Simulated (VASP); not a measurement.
A VASP calculation is set up with these files.

**POSCAR**
```
SrPt5
1
    5.4439540000     0.0000000000     0.0000000000
   -2.7219770000     4.7146020000     0.0000000000
    0.0000000000     0.0000000000     4.4019670000
Pt Sr
5 1
Direct
  0.5000000000   0.0000000000   0.5000000000
  0.5000000000   0.5000000000   0.5000000000
  0.0000000000   0.5000000000   0.5000000000
  0.3333330000   0.6666670000   0.0000000000
  0.6666670000   0.3333330000   0.0000000000
  0.0000000000   0.0000000000   0.0000000000
```

File KPOINTS:
```
Automatic mesh
0
Gamma
5 5 5
0 0 0
```

### INCAR
```
ALGO = Normal
EDIFF = 1E-6
ENCUT = 300
ISIF = 2
ISMEAR = 0
LASPH = .TRUE.
LCHARG = .FALSE.
LMAXMIX = 6
LREAL = .FALSE.
LWAVE = .FALSE.
NELM = 100
PREC = Accurate
SIGMA = 0.1
SYSTEM = SrPt5
```

POTCAR, in this order: Pt Sr_sv (LDA.64 set). Program: vasp_std.

Q: Translate this LDA calculation to Quantum ESPRESSO's pw.x.

A: One equivalent input (not run):
```
&CONTROL
  calculation = 'scf'
  pseudo_dir = './pseudo'
  outdir = './out'
  tprnfor = .true.
  tstress = .true.
/
&SYSTEM
  ibrav = 0
  nat = 6
  ntyp = 2
  ecutwfc = 84
  occupations = 'smearing'
  smearing = 'gaussian'
  degauss = 0.00735
  input_dft = 'pz'
/
&ELECTRONS
  conv_thr = 7.3e-08
  electron_maxstep = 100
/
ATOMIC_SPECIES
  Pt 195.084 Pt.upf
  Sr 87.620 Sr.upf
CELL_PARAMETERS angstrom
     5.4439540    0.0000000    0.0000000
    -2.7219770    4.7146020    0.0000000
     0.0000000    0.0000000    4.4019670
ATOMIC_POSITIONS crystal
  Pt   0.5000000  0.0000000  0.5000000
  Pt   0.5000000  0.5000000  0.5000000
  Pt   0.0000000  0.5000000  0.5000000
  Pt   0.3333330  0.6666670  0.0000000
  Pt   0.6666670  0.3333330  0.0000000
  Sr   0.0000000  0.0000000  0.0000000
K_POINTS automatic
  5 5 5 0 0 0
```
The two are equivalent in intent, not identical: the potentials are each code's own (VASP's PAW set, PseudoDojo norm-conserving files in pw.x), so ENCUT and ecutwfc are chosen apart and not converted; conv_thr bounds pw.x's estimated SCF error, while EDIFF bounds the energy change between steps.

The structure comes from a measured SrPt5 entry (P6/mmm) of the Crystallography Open Database, whose conditions weren't checked. The cell was not relaxed at this level.
